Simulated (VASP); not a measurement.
Given:

```xyz
2
Lattice="0.0000 2.8865 2.8865 2.8865 0.0000 2.8865 2.8865 2.8865 0.0000" Properties=species:S:1:pos:R:3 pbc="T T T"
Ca     0.0000     0.0000     0.0000
Se     2.8865     2.8865     2.8865
```

The numbers are results of vdW-DF-cx, VASP's PBE PAW potentials (set 64) (plane waves; VASP 6.6.1), not measurements. Numerical set-up: 520 eV cut-off, 8×8×8 Γ-centred mesh, Gaussian smearing of 0.050 eV, potentials Ca_sv Se.

Task: The job: CaSe (rock salt), 2 atoms, vdW-DF-cx, static run, 520 eV, 8×8×8 Γ-centred mesh. Roughly how much core time does it take on a busy server core?

Result: About 30 core-seconds (one run on a shared machine, a rough figure). It had 29 irreducible k-points, 12 bands, up to 1314 plane waves and 13 electronic steps.

The compound is CaSe in the rock salt structure. This cell is one point of a volume scan, at 0.94 of the reference volume.
